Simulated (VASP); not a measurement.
# A VASP study of KZnF3 (optPBE-vdW): structure first, properties next

Aim: relax KZnF3, then compute properties on the relaxed cell. The steps: full relaxation (optPBE-vdW), second relaxation, density, ELF and potential (optPBE-vdW), band structure (optPBE-vdW), density of states (optPBE-vdW), bands along the symmetry lines (TB-mBJ), band structure (r2SCAN) and band structure (HSE06). The start is a cell from a database of measured crystal structures.

Program: VASP 6.6.1. Level of theory: optPBE-vdW; plane waves and PAW (Zn, K_sv, F), in the first sound run; inputs show where later runs differ. Results are calculated unless marked as measured.

Report form: the programs' logs are mostly left out.

## 1. Set-up

Before any relaxation, the start is as follows. Symmetry: Pm-3m, No. 221, cubic system. Conventional cell: a = 4.050 Å, b = 4.050 Å, c = 4.050 Å, α = 90.00°, β = 90.00°, γ = 90.00°. Nearest to Zn lie 6 F at 2.02 Å. Nearest to K lie 12 F at 2.86 Å. Nearest to F lie 2 Zn at 2.02 Å and 4 K at 2.86 Å. Farther neighbours and most contacts between anions are not listed.

As a file:

```
Zn K F
1.0
     4.05000    0.00000    0.00000
     0.00000    4.05000    0.00000
     0.00000    0.00000    4.05000
Zn K F
1 1 3
Direct
  0.50000 0.50000 0.50000
  0.00000 0.00000 0.00000
  0.50000 0.00000 0.50000
  0.00000 0.50000 0.50000
  0.50000 0.50000 0.00000
```

## 2. Full relaxation (optPBE-vdW)

The start need not lie at this functional's minimum. ISIF = 3 frees volume, shape and positions, and EDIFFG sets the threshold on forces and stress at which the search stops. optPBE-vdW pairs nonlocal correlation with a PBE-like exchange and tends to long distances. LUSE_VDW switches on a nonlocal correlation term for dispersion.

File INCAR:

```
SYSTEM = KZnF3
PREC = Accurate
ENCUT = 520
EDIFF = 1E-06
NELM = 100
ISMEAR = -1
SIGMA = 0.05
LREAL = .FALSE.
ALGO = Normal
GGA = OR
AGGAC = 0
LUSE_VDW = .TRUE.
LASPH = .TRUE.
NBANDS = 27
LORBIT = 11
LWAVE = .FALSE.
LCHARG = .FALSE.
KPAR = 2
IBRION = 2
NSW = 60
ISIF = 3
EDIFFG = -0.01
```

File POSCAR:

```
KZnF3
1.0
    4.0500000000      0.0000000000      0.0000000000
    0.0000000000      4.0500000000      0.0000000000
    0.0000000000      0.0000000000      4.0500000000
Zn K F
1 1 3
Direct
    0.5000000000      0.5000000000      0.5000000000
    0.0000000000      0.0000000000      0.0000000000
    0.5000000000      0.0000000000      0.5000000000
    0.0000000000      0.5000000000      0.5000000000
    0.5000000000      0.5000000000      0.0000000000
```

File KPOINTS:

```
Automatic mesh
0
Gamma
5 5 5
0 0 0
```

Potentials, in the order of the species: Zn, K_sv and F (PBE family, release 64).

Started as:

```
mpirun -np 2 vasp_std
```

Elapsed: 4.4 min, on 2 MPI ranks of AMD EPYC 7R43, shared host; peak memory 0.62 GiB; 8.7 min of CPU time.

The gap is read on the k-mesh alone, so it is an upper bound where the band edges lie off the mesh. The PAW data sets were made with PBE, which is usual practice but a small mismatch for other functionals. The run keeps the 48 symmetry operations of its start, so it cannot find a distortion of lower symmetry.

Relaxation path:

```tsv
step	energy less that of the first step (eV)	largest force (eV/Å)	pressure (GPa)	volume (Å³)
1	0.0000	0.0000	4.47	66.43
2	-0.0456	0.0000	-0.19	70.05
3	-0.0457	0.0000	0.02	69.88
```

```tsv
conventional cell, symmetrised	before	after	change
a (Å)	4.050	4.119	+1.7 %
b (Å)	4.050	4.119	+1.7 %
c (Å)	4.050	4.119	+1.7 %
volume (Å³/atom)	13.29	13.98	+5.2 %
```

Final coordinates:

```xyz
5
Lattice="4.1189 0.0000 0.0000 0.0000 4.1189 0.0000 0.0000 0.0000 4.1189" Properties=species:S:1:pos:R:3 pbc="T T T"
Zn    2.0595    2.0595    2.0595
K     0.0000    0.0000    0.0000
F     2.0595    0.0000    2.0595
F     0.0000    2.0595    2.0595
F     2.0595    2.0595    0.0000
```

A gap read on the k-mesh alone can miss the band edges.

This step gave:

| Property | Result |
| --- | --- |
| electrons | 42 |
| bands | 27 |
| irreducible k-points | 10 |
| symmetry operations | 48 |
| free energy (TOTEN) | -9.342 eV |
| Fermi energy | -0.4866 eV |
| pressure | 0.02387 GPa |
| metallic | no |
| valence top at k | 0.4, 0.4, 0 |
| conduction bottom at k | 0, 0, 0 |
| least direct gap at k | 0, 0, 0 |
| SCF cycles over all ionic steps | 32 |
| gap on the k-mesh | 3.990 eV |
| least direct gap on the k-mesh | 5.35 eV |

It ends with forces that vanish by symmetry and a pressure of 0.02 GPa. The volume lies +5.2 % from that of the database's start.

## 3. Second relaxation

A relaxation keeps the plane waves of the cell it began with, so it is repeated from the new cell, on a basis made for it.

INCAR is that of step 2.

POSCAR, as its differences from that of step 2:

```diff
@@ -2,5 +2,5 @@
 1.0
-    4.0500000000      0.0000000000      0.0000000000
-    0.0000000000      4.0500000000      0.0000000000
-    0.0000000000      0.0000000000      4.0500000000
+    4.1189056270      0.0000000000      0.0000000000
+    0.0000000000      4.1189056270      0.0000000000
+    0.0000000000      0.0000000000      4.1189056270
 Zn K F
```

KPOINTS is that of step 2.

Started as:

```
mpirun -np 2 vasp_std
```

The job ended after 4.3 min (2 MPI ranks; peak memory 0.71 GiB).

Little changed from the start: no atom moved by 0.005 Å and no cell edge by 0.1 %.

This step gave:

| Quantity | Value |
| --- | --- |
| free energy (TOTEN) | -9.352 eV |
| Fermi energy | -0.5101 eV |
| pressure | -0.01609 GPa |
| SCF cycles over all ionic steps | 22 |
| gap on the k-mesh | 3.982 eV |
| least direct gap on the k-mesh | 5.328 eV |

It ends with forces that vanish by symmetry and a pressure of -0.02 GPa.

## 4. Density, ELF and potential (optPBE-vdW)

The relaxed cell gets a fresh self-consistent run, on a basis set for its own volume, to fix the density and to check the remaining stress.

INCAR, as its differences from that of step 3:

```diff
@@ -16,7 +16,5 @@
 LWAVE = .FALSE.
-LCHARG = .FALSE.
-KPAR = 2
-IBRION = 2
-NSW = 60
-ISIF = 3
-EDIFFG = -0.01
+LCHARG = .TRUE.
+ISIF = 2
+LELF = .TRUE.
+LVHAR = .TRUE.
```

POSCAR, as its differences from that of step 3:

```diff
@@ -2,5 +2,5 @@
 1.0
-    4.1189056270      0.0000000000      0.0000000000
-    0.0000000000      4.1189056270      0.0000000000
-    0.0000000000      0.0000000000      4.1189056270
+    4.1227077738      0.0000000000      0.0000000000
+    0.0000000000      4.1227077738      0.0000000000
+    0.0000000000      0.0000000000      4.1227077738
 Zn K F
```

KPOINTS is that of step 3.

Started as:

```
mpirun -np 2 vasp_std
```

Elapsed: 74 s, on 2 MPI ranks; peak memory 0.5 GiB; 2.4 min of CPU time.

Numbers from this step:

```
SCF cycles   : 16
bands        : 28
Fermi energy : -0.5102 eV
pressure     : 0.02109 GPa
```

Valence electrons inside each PAW sphere by angular momentum. Sphere charges, by row:

```tsv
atom	s (e)	p (e)	d (e)	tot (e)
Zn1	0.326	0.332	9.936	10.59
K2	1.951	5.567	0.02	7.538
F3	1.729	4.36	0	6.088
F4	1.729	4.36	0	6.088
F5	1.729	4.36	0	6.088
```

Valence density in the ac plane at fractional y = 0.500, with atoms of Zn and F within 0.2 Å of it. It is the smooth field of the valence electrons, not physical close to the nuclei.

Ten even steps from '_' (0 e/Å³) to '@' (18 e/Å³), each cell a mean:
```
__________..--==::__________
____________......__________
____________________________
____________________________
..__________....____________
--::______..==++--______..::
**==______::##@@++..____..==
++--______..**##==..____..--
..__________..::..________..
____________________________
____________________________
____________________________
____________--==::__________
__________..++**--..________
```
Columns run along a (4.1 Å), rows up along c (4.1 Å). Atoms in or near the plane, at fractional coordinates: Zn at (0.50, 0.50), F at (0.00, 0.50), F at (0.50, 0.00).

Electrostatic potential energy in the ac plane at fractional y = 0.500, with atoms of Zn and F within 0.2 Å of it. With pseudopotentials it is smooth inside the atoms' cores, unlike the true potential.

Ten even steps from '0' (-53 eV) to '9' (6 eV), each cell a mean:
```
99999710389999
99999964799999
99999998999999
99999888899999
78998777779998
14897788778973
00787788878840
02887788878961
57998777778997
99999877789999
99999988999999
99999987899999
99999720489999
99999500179999
```
Columns run along a (4.1 Å; values clipped at the 3rd and 97th percentile), rows up along c (4.1 Å). Atoms in or near the plane, at fractional coordinates: Zn at (0.50, 0.50), F at (0.00, 0.50), F at (0.50, 0.00).

ELF in the ac plane at fractional y = 0.500, with atoms of Zn and F within 0.2 Å of it. It is the smooth field of the valence electrons, not physical close to the nuclei.

Values, 14 rows by 14 columns, each cell a mean:
```
0.01 0.01 0.06 0.28 0.67 0.81 0.75 0.69 0.79 0.79 0.53 0.20 0.02 0.01
0.03 0.02 0.03 0.13 0.48 0.71 0.79 0.79 0.78 0.67 0.33 0.09 0.02 0.02
0.26 0.17 0.05 0.04 0.14 0.29 0.42 0.44 0.38 0.25 0.08 0.03 0.09 0.20
0.59 0.50 0.21 0.07 0.06 0.10 0.14 0.14 0.12 0.09 0.05 0.08 0.33 0.53
0.81 0.78 0.53 0.18 0.10 0.13 0.10 0.08 0.11 0.13 0.09 0.25 0.67 0.79
0.77 0.80 0.68 0.26 0.12 0.09 0.02 0.01 0.04 0.11 0.12 0.38 0.78 0.79
0.59 0.73 0.73 0.31 0.12 0.06 0.00 0.01 0.01 0.08 0.14 0.44 0.79 0.69
0.69 0.77 0.71 0.29 0.12 0.07 0.01 0.00 0.02 0.10 0.14 0.42 0.79 0.75
0.82 0.80 0.58 0.20 0.11 0.12 0.07 0.06 0.09 0.13 0.10 0.29 0.71 0.81
0.72 0.64 0.34 0.10 0.07 0.11 0.12 0.12 0.12 0.10 0.06 0.14 0.48 0.67
0.35 0.25 0.07 0.04 0.10 0.20 0.29 0.31 0.26 0.18 0.07 0.04 0.13 0.28
0.08 0.05 0.02 0.07 0.34 0.58 0.71 0.73 0.68 0.53 0.21 0.05 0.03 0.06
0.01 0.01 0.05 0.25 0.64 0.80 0.77 0.73 0.80 0.78 0.50 0.17 0.02 0.01
0.00 0.01 0.08 0.35 0.72 0.82 0.69 0.59 0.77 0.81 0.59 0.26 0.03 0.01
```
Columns run along a (4.1 Å), rows up along c (4.1 Å). Atoms in or near the plane, at fractional coordinates: Zn at (0.50, 0.50), F at (0.00, 0.50), F at (0.50, 0.00).

In this run the pressure is 0.02 GPa, small enough to go on.

## 5. Band structure (optPBE-vdW)

The mesh alone shows little of the dispersion and can miss band extrema, so KPOINTS_OPT adds a path through the symmetry points after the self-consistent cycle.

INCAR, as its differences from that of step 4:

```diff
@@ -13,8 +13,6 @@
 LASPH = .TRUE.
-NBANDS = 27
+NBANDS = 36
 LORBIT = 11
 LWAVE = .FALSE.
-LCHARG = .TRUE.
-ISIF = 2
-LELF = .TRUE.
-LVHAR = .TRUE.
+LCHARG = .FALSE.
+KPAR = 2
```

POSCAR is that of step 4.

KPOINTS is that of step 4.

File KPOINTS_OPT:

```
Line mode
16
Line-mode
Reciprocal
  0.00000000   0.00000000   0.00000000 GAMMA
  0.00000000   0.50000000   0.00000000 X

  0.00000000   0.50000000   0.00000000 X
  0.50000000   0.50000000   0.00000000 M

  0.50000000   0.50000000   0.00000000 M
  0.00000000   0.00000000   0.00000000 GAMMA

  0.00000000   0.00000000   0.00000000 GAMMA
  0.50000000   0.50000000   0.50000000 R

  0.50000000   0.50000000   0.50000000 R
  0.00000000   0.50000000   0.00000000 X

  0.50000000   0.50000000   0.00000000 M
  0.50000000   0.50000000   0.50000000 R
```

Started as:

```
mpirun -np 2 vasp_std
```

Wall time 3.9 min (2 MPI ranks); peak memory 0.71 GiB.

This step gave:

```yaml
scf_cycles: 14
bands: 36
fermi_energy: -0.4712 eV
pressure: -0.009995 GPa
least_gap_on_mesh_and_path: 3.789 eV
least_direct_gap_on_mesh_and_path: 5.327 eV
valence_top_at_k: 0.5, 0.5, 0.5
```

Electronic bands along the path, in eV, zero at the valence-band top; v1 is the highest filled band, c1 the lowest empty one:

```tsv
point	v4	v3	v2	v1	c1	c2	c3	c4
Γ	-1.72	-1.54	-1.54	-1.54	3.79	8.95	8.95	9.32
0.47 of the way	-1.69	-1.63	-1.53	-1.53	4.74	9.05	9.33	10.00
X	-1.69	-1.54	-1.48	-1.48	6.39	8.35	9.84	11.19
0.53 of the way	-1.62	-1.52	-1.36	-0.52	7.04	9.01	10.33	10.70
M	-1.56	-1.56	-1.21	0.00	7.88	10.13	10.13	10.20
0.47 of the way	-1.62	-1.55	-1.53	-0.82	5.88	9.48	9.92	10.43
Γ	-1.72	-1.54	-1.54	-1.54	3.79	8.95	8.95	9.32
0.47 of the way	-1.74	-1.49	-1.02	-1.02	6.06	9.89	9.89	10.25
R	-1.19	-1.19	0.00	0.00	8.63	8.63	8.63	9.85
0.47 of the way	-1.44	-1.32	-0.92	-0.41	7.49	9.11	9.81	10.91
X	-1.69	-1.54	-1.48	-1.48	6.39	8.35	9.84	11.19
jump to M	-1.56	-1.56	-1.21	0.00	7.88	10.13	10.13	10.20
0.53 of the way	-1.39	-1.20	-0.77	0.00	8.18	9.14	9.14	10.64
R	-1.19	-1.19	0.00	0.00	8.63	8.63	8.63	9.85
```

Of the projections kept (Zn, K, F), the largest for each band there; the rest of the weight can lie on other orbitals:

```tsv
point	v4	v3	v2	v1	c1	c2	c3	c4
Γ	F 1.00	F 0.98	F 0.98	F 0.98	Zn 0.75	K 0.96	K 0.96	Zn 0.67
X	F 0.99	Zn 0.70	F 0.77	F 0.77	Zn 0.59	F 0.49	K 0.85	K 0.73
M	F 0.75	F 0.75	F 1.00	F 0.56	Zn 0.46	Zn 0.46	Zn 0.46	K 0.69
Γ	F 1.00	F 0.98	F 0.98	F 0.98	Zn 0.75	K 0.96	K 0.96	Zn 0.67
R	F 1.00	F 1.00	F 0.56	F 0.56	K 0.52	K 0.52	K 0.52	Zn 0.51
X	F 0.99	Zn 0.70	F 0.77	F 0.77	Zn 0.59	F 0.49	K 0.85	K 0.73
```

The path lowers the gap by 0.19 eV against the mesh alone, so a band edge lies off the mesh.

The path shows an indirect gap of 3.79 eV (valence top at R, conduction bottom at Γ). The least direct gap is 5.33 eV.

## 6. Density of states (optPBE-vdW)

Here the states are counted by energy and projected on the atoms. The mesh is finer than in the run before.

INCAR, as its differences from that of step 5:

```diff
@@ -5,3 +5,3 @@
 NELM = 100
-ISMEAR = -1
+ISMEAR = -5
 SIGMA = 0.05
@@ -18 +18,2 @@
 KPAR = 2
+NEDOS = 2001
```

POSCAR is that of step 5.

File KPOINTS:

```
Automatic mesh
0
Gamma
7 7 7
0 0 0
```

Started as:

```
mpirun -np 2 vasp_std
```

Wall time 2.6 min (2 MPI ranks); peak memory 0.74 GiB; 5.1 min of CPU time.

Numbers from this step:

* irreducible k-points: 20
* Fermi energy: -1.540 eV
* pressure: -0.006325 GPa
* valence top at k: 0.4286, 0.4286, 0
* gap on the k-mesh: 3.891 eV

The density of states has structure finer than the step of the table below, so its rows give means over 1 eV, whole bins alone (the curve runs from -12.0 to 11.9 eV). Peaks (eV: height): total -10.3: 51.3, -3.6: 15.4, -1.7: 25.6, -1.4: 20.0; F p -4.8: 2.98, -3.9: 3.35, -1.7: 15.1, -1.4: 13.8; Zn d -4.8: 4.99, -3.6: 10.1, -1.7: 5.32, -1.4: 2.42; K p -10.3: 46.6; K d 10.7: 2.41, 11.3: 5.98, 11.6: 4.73, 11.8: 4.27.

States under -12.0 eV and over 11.9 eV are left out; flat bands give spikes narrower than the energy grid, so sums over such rows miss the true count of states. Table of density of states by energy, zero at the valence-band top; means over each step; values in states/eV/cell:

```tsv
energy (eV)	total	F p	Zn d	K p	K d
-11	0	0	0	0	0
-10	7.06	0.0198	0.00191	6.45	1.1e-5
-9	0	0	0	0	0
-8	0	0	0	0	0
-7	0	0	0	0	0
-6	0	0	0	0	0
-5	3.08	1.20	1.17	0.00183	5.2e-4
-4	6.74	1.94	3.69	0.0260	0.00277
-3	2.68	0.528	1.85	0.00329	9.2e-4
-2	8.02	4.55	1.79	0.0475	0.00915
-1	6.15	4.15	0.917	0.00974	0.00547
0	1.09	0.553	0.439	0	0
1	0	0	0	0	0
2	0	0	0	0	0
3	0	0	0	0	0
4	0.0321	0.00166	1.4e-5	8.9e-5	0
5	0.214	0.0227	5.8e-4	0.00149	2.0e-4
6	0.505	0.0846	0.00377	0.00594	0.00224
7	0.804	0.165	0.00671	0.00994	0.0149
8	0.454	0.0915	0.00268	0.00365	0.0278
9	1.68	0.158	0.00341	0.0172	0.315
10	2.63	0.208	0.00478	0.0426	0.718
11	4.62	0.424	0.0230	0.0345	2.01
```

The gap on this mesh is 3.89 eV, over the 3.79 eV of the band run, since this mesh misses a band edge. In the top eV of the valence band the largest shares in the PAW spheres are F p 53 % and Zn d 36 %. The rest lies in smaller channels or between the spheres.

## 7. Bands along the symmetry lines (TB-mBJ)

This step: TB-mBJ; plane waves and PAW (Zn, K_sv, F) (VASP 6.6.1).

Levels along the symmetry lines show where the bands peak and cross; KPOINTS_OPT computes them in the converged potential. TB-mBJ is a local potential fitted to gaps: it costs far less than a hybrid but gives no energy.

File INCAR:

```
SYSTEM = KZnF3
PREC = Accurate
ENCUT = 520
EDIFF = 1E-06
NELM = 150
ISMEAR = -1
SIGMA = 0.05
LREAL = .FALSE.
ALGO = Normal
METAGGA = MBJ
LASPH = .TRUE.
NBANDS = 36
LORBIT = 11
LWAVE = .FALSE.
LCHARG = .FALSE.
KPAR = 2
```

POSCAR is that of step 6.

File KPOINTS:

```
Automatic mesh
0
Gamma
5 5 5
0 0 0
```

KPOINTS_OPT is that of step 5.

Started as:

```
mpirun -np 2 vasp_std
```

It took 5.5 min on 2 MPI ranks; peak memory 0.35 GiB.

This functional is a potential without an energy, so its energies, forces and stress mean nothing and are not read.

Numbers from this step:

```
SCF cycles                        : 54
irreducible k-points              : 10
Fermi energy                      : 2.201 eV
least gap on mesh and path        : 6.764 eV
least direct gap on mesh and path : 8.776 eV
valence top at k                  : 0.5, 0.5, 0.4667
least direct gap at k             : 0, 0.1333, 0
```

Electronic bands along the path, in eV, zero at the valence-band top; v1 is the highest filled band, c1 the lowest empty one:

```tsv
point	v4	v3	v2	v1	c1	c2	c3	c4
Γ	-2.18	-2.17	-2.17	-2.17	6.76	10.54	10.54	11.60
0.47 of the way	-2.17	-1.77	-1.77	-1.42	7.54	10.77	10.83	11.66
X	-2.16	-1.56	-1.56	-0.99	9.06	10.63	11.07	11.73
0.53 of the way	-1.74	-1.57	-1.55	-0.42	9.58	11.15	11.54	11.74
M	-1.58	-1.58	-1.51	0.00	10.01	11.46	11.83	11.83
0.47 of the way	-1.73	-1.73	-1.65	-0.78	8.57	11.01	11.37	11.67
Γ	-2.18	-2.17	-2.17	-2.17	6.76	10.54	10.54	11.60
0.47 of the way	-1.70	-1.70	-0.99	-0.99	8.74	11.16	11.16	11.68
R	-1.48	-1.48	0.00	0.00	10.29	10.29	10.29	12.40
0.47 of the way	-1.55	-1.53	-0.82	-0.32	9.90	10.94	11.00	11.75
X	-2.16	-1.56	-1.56	-0.99	9.06	10.63	11.07	11.73
jump to M	-1.58	-1.58	-1.51	0.00	10.01	11.46	11.83	11.83
0.53 of the way	-1.53	-1.49	-0.60	0.00	10.16	10.77	10.77	11.94
R	-1.48	-1.48	0.00	0.00	10.29	10.29	10.29	12.40
```

Of the projections kept (Zn, K, F), the largest for each band there; the rest of the weight can lie on other orbitals:

```tsv
point	v4	v3	v2	v1	c1	c2	c3	c4
Γ	F 0.99	Zn 1.00	Zn 1.00	Zn 1.00	Zn 0.74	K 0.99	K 0.99	K 0.99
X	Zn 1.00	Zn 0.65	Zn 0.65	Zn 0.75	Zn 0.67	K 0.74	K 0.95	K 1.00
M	Zn 0.67	Zn 0.67	Zn 0.78	Zn 0.58	K 0.44	K 0.94	K 0.95	K 0.95
Γ	F 0.99	Zn 1.00	Zn 1.00	Zn 1.00	Zn 0.74	K 0.99	K 0.99	K 0.99
R	Zn 0.75	Zn 0.75	Zn 0.58	Zn 0.58	K 0.84	K 0.84	K 0.84	K 1.00
X	Zn 1.00	Zn 0.65	Zn 0.65	Zn 0.75	Zn 0.67	K 0.74	K 0.95	K 1.00
```

The gap moves by +2.98 eV against optPBE-vdW.

## 8. Band structure (r2SCAN)

This step: r2SCAN; plane waves and PAW (Zn, K_sv, F) (VASP 6.6.1).

Levels along the symmetry lines show where the bands peak and cross; KPOINTS_OPT computes them in the converged potential. r2SCAN adds the kinetic-energy density, costs more than a GGA and is run with LASPH.

INCAR, as its differences from that of step 7:

```diff
@@ -4,3 +4,3 @@
 EDIFF = 1E-06
-NELM = 150
+NELM = 100
 ISMEAR = -1
@@ -9,3 +9,3 @@
 ALGO = Normal
-METAGGA = MBJ
+METAGGA = R2SCAN
 LASPH = .TRUE.
```

POSCAR is that of step 7.

KPOINTS is that of step 7.

KPOINTS_OPT is that of step 7.

Started as:

```
mpirun -np 2 vasp_std
```

The job ended after 7.6 min (2 MPI ranks; peak memory 0.35 GiB).

[end of part 1 of 2]

[Lines on the potential files, build, host, timing and source positions are cut from VASP's logs without a mark.]

[Logs are printed without paths, hosts, clocks, repeated set-up lines and the standing remarks that a program may print on its own settings, such as how far it seeks lower states.]

[Hosts, paths, dates, database ids (printed as entryN), source tags and the programs' standing remarks are cut or masked in the printed files.]

[A measured line is paired with the nearest computed mode of its activity, which favours agreement.]
